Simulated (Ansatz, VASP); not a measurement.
# AlRu in two plane-wave programs, part 2 of 2

One calculation is typed for both programs; each brings its own data sets. How far apart do they land? The cell is taken from a series of runs on this material, whose earlier steps may have relaxed, scaled, displaced or heated it; both programs get it as it stands.

VASP 6.6.1 and Ansatz 0.2.0.

So far. Step 5 (Ansatz: single point, PBEsol, pair 2): The run ends at a pressure of 29.10 GPa.

### Step 6. VASP: single point, PBEsol, pair 2 (continued)

Level of this step: PBEsol; plane waves and PAW (Al, Ru_pv) (VASP).

Numbers of over 12 decimals in the logs are rounded to 6 here.

From OUTCAR (step 6):

```text
  Total        4.3525337      4.3525337      4.3525337     -0.0000000     -0.0000000      0.0000000
  in kB      293.9737896    293.9737896    293.9737896     -0.0000000     -0.0000000      0.0000000
  external PRESSURE =     293.9737896 kB  Pullay stress =       0.0000000 kB

 POSITION                                       TOTAL-FORCE (eV/Angst)
 -----------------------------------------------------------------------------------
      0.00000      0.00000      0.00000         0.000000      0.000000      0.000000
      1.43665      1.43665      1.43665         0.000000      0.000000      0.000000
 -----------------------------------------------------------------------------------
    total drift:                                0.000000     -0.000000     -0.000000

  FREE ENERGIE OF THE ION-ELECTRON SYSTEM (eV)
  ---------------------------------------------------
  free  energy   TOTEN  =       -15.2955393023 eV

  energy  without entropy=      -15.2942642281  energy(sigma->0) =      -15.29511428

[... 1 part as in an earlier step ...]

[... 2 further parts left out ...]
[key lines of the parts left out:]
E-fermi :  12.4239
```

The run ends at a pressure of 29.40 GPa.

### Step 7. Comparison

What differs besides the data sets and the points named for the pairs above, as far as they apply: the data sets hold 19 valence electrons in Ansatz (on its PAW soft_1 files) and 17 in VASP. Total energies have different zeros and are not compared.

The two programs side by side:

```csv
quantity,Ansatz,VASP,difference
pressure (GPa),29.10,29.40,-0.30
```

### Step 8. VASP: single point, PBEsol, pair 3

With cell and atoms fixed, the geometry can't cause a difference; cores, projectors, grids and the points listed under the comparison can. The cell compared in this pair holds 24.78 Å³, against 23.72 Å³ for the pair before.

INCAR reads:

```
SYSTEM = AlRu
PREC = Accurate
ENCUT = 500
EDIFF = 1E-06
NELM = 120
ISMEAR = 1
SIGMA = 0.2
LREAL = .FALSE.
ALGO = Normal
GGA = PS
NBANDS = 14
LASPH = .TRUE.
LORBIT = 11
LWAVE = .FALSE.
LCHARG = .FALSE.
ISIF = 2
GGA_COMPAT = .FALSE.
```

POSCAR reads:

```
AlRu
1.0
    2.9152545792      0.0000000000      0.0000000000
    0.0000000000      2.9152545792      0.0000000000
    0.0000000000      0.0000000000      2.9152545792
Al Ru
1 1
Direct
    0.0000000000      0.0000000000      0.0000000000
    0.5000000000      0.5000000000      0.5000000000
```

KPOINTS reads:

```
Automatic mesh
0
Gamma
16 16 16
0 0 0
```

PAW data sets: Al and Ru_pv (PBE family, release 64).

On the command line:

```
$ mpirun -np 1 vasp_std
```

What it wrote:

```text
[... set-up lines as in an earlier step ...]
 entering main loop
       N       E                     dE             d eps       ncg     rms          rms(c)
DAV:   1     0.113781888949E+03    0.11378E+03   -0.92035E+03  4780   0.110E+03
DAV:   2    -0.143261124234E+02   -0.12811E+03   -0.12232E+03  5088   0.321E+02
DAV:   3    -0.162363265886E+02   -0.19102E+01   -0.19020E+01  5648   0.413E+01
DAV:   4    -0.162520167510E+02   -0.15690E-01   -0.15687E-01  5774   0.377E+00
[...]
DAV:  10    -0.154429236728E+02    0.60869E-05   -0.25025E-05  5908   0.578E-02    0.219E-02
DAV:  11    -0.154429220324E+02    0.16404E-05   -0.32883E-06  5764   0.223E-02    0.674E-03
DAV:  12    -0.154429216666E+02    0.36581E-06   -0.62964E-08  4194   0.279E-03
   1 F= -.15442922E+02 E0= -.15442520E+02  d E =-.120393E-02
```

OUTCAR, selected parts (step 8):

```text
  Total        2.4358958      2.4358958      2.4358958      0.0000000      0.0000000      0.0000000
  in kB      157.5214962    157.5214962    157.5214962      0.0000000      0.0000000      0.0000000
  external PRESSURE =     157.5214962 kB  Pullay stress =       0.0000000 kB

 POSITION                                       TOTAL-FORCE (eV/Angst)
 -----------------------------------------------------------------------------------
      0.00000      0.00000      0.00000         0.000000      0.000000      0.000000
      1.45763      1.45763      1.45763         0.000000      0.000000      0.000000
 -----------------------------------------------------------------------------------
    total drift:                                0.000000     -0.000000     -0.000000

  FREE ENERGIE OF THE ION-ELECTRON SYSTEM (eV)
  ---------------------------------------------------
  free  energy   TOTEN  =       -15.4429216666 eV

  energy  without entropy=      -15.4417177358  energy(sigma->0) =      -15.44252036

[... 1 part as in an earlier step ...]

[... 2 further parts left out ...]
[key lines of the parts left out:]
E-fermi :  11.7485
```

The run ends at a pressure of 15.75 GPa.

### Step 9. Ansatz: single point, PBEsol, pair 3

The same cell, functional, mesh and smearing now go to Ansatz, which takes its cutoff from its data sets.

The cell is taken from a series of runs on this material, whose earlier steps may have relaxed, scaled, displaced or heated it; both programs get it as it stands.

input.yaml reads:

```yaml
crystal:
  lattice:
    - [2.9152545792, 0.0, 0.0]
    - [0.0, 2.9152545792, 0.0]
    - [0.0, 0.0, 2.9152545792]
  atoms:
    - { symbol: Al, position: [0.0, 0.0, 0.0] }
    - { symbol: Ru, position: [0.5, 0.5, 0.5] }
kpoints:
  mp_grid: { grid: [16, 16, 16] }
hamiltonian:
  xc: pbesol
  pseudopotentials: { kind: paw, azcp: { folder: soft_1 }, xc_functional: pbe }
scf:
  occupations: { method: methfessel_paxton, width: 0.2 }
output:
  forces: true
  stress: true
  eigenvalues: true
```

On the command line:

```
$ ansatz run input.yaml --threads 4 --pin off --max-ram 10240MiB --backend cpu --events-out ev --progress --plain --runs-dir out
```

What it wrote:

```text
[...]
Crystal: 2 atoms, lattice volume = 24.776 Å³
Basis set: ecut = 420 eV, 461 PW (Γ), exchange–correlation on 40×40×40 points (8 copies of the dense FFT grid, shifted against one another)
Bands: 14, of which v1, the nominal top of the filled ones, is band 10 counted from 1 (9 counted from 0)
Symmetry: 48 space group operations
[...]
k-points: 165 of 4096
[...]
--- Band table (eV; the first three rows and the last of 165) ---
  k-point 0: bands = [... 6 lower, 13.3995, 17.6530, 17.6530, 17.6530, 23.8901, 23.8901, 23.8901, 28.8530]
  k-point 1: bands = [... 6 lower, 13.4334, 17.5455, 17.5455, 17.6637, 23.5058, 24.0541, 24.0541, 28.6453]
  k-point 2: bands = [... 6 lower, 13.5189, 17.2625, 17.2625, 17.6944, 22.6363, 24.5063, 24.5063, 28.0962]
  k-point 164: bands = [... 6 lower, 12.3539, 19.2752, 19.2752, 20.5231, 21.7315, 21.7315, 21.7315, 26.7615]
[key lines of the parts left out:]
SCF converged after 6 iterations
Free energy (F): -6342.276940 eV
Fermi energy:    17.455276 eV
P = ⅓ Tr σ = 15.5511 GPa (155.511 kbar)
```

The run ends at a pressure of 15.55 GPa.

### Step 10. Differences

What differs besides the data sets and the points named for the pairs above, as far as they apply: the data sets hold 19 valence electrons in Ansatz (on its PAW soft_1 files) and 17 in VASP. Total energies have different zeros and are not compared.

Both answers:

```csv
quantity,Ansatz,VASP,difference
pressure (GPa),15.55,15.75,-0.20
```

### Step 11. Summary of results

| Property | Result |
| --- | --- |
| difference in pressure (single point, PBEsol, pair 1) | -0.25 GPa |
| difference in pressure (single point, PBEsol, pair 2) | -0.30 GPa |
| difference in pressure (single point, PBEsol, pair 3) | -0.20 GPa |

What this shows: The difference in pressure is -0.30 GPa (single point, PBEsol, pair 2), within the 1 GPa picked in this series as the mark of a large difference. The data sets hold unlike numbers of valence electrons (19 in Ansatz and 17 in VASP), so part of the differences comes from the potentials. 3 further runs of this series are not shown here. Such differences can come from data sets, numerical settings and the points named under the comparisons, not from the functional's error against experiment.

[Lines on the potential files, build, host, timing and source positions are cut from VASP's logs without a mark.]

[Logs are printed without paths, hosts, clocks, repeated set-up lines and the standing remarks that a program may print on its own settings, such as how far it seeks lower states.]

[Hosts, paths, dates, database ids (printed as entryN), source tags and the programs' standing remarks are cut or masked in the printed files.]
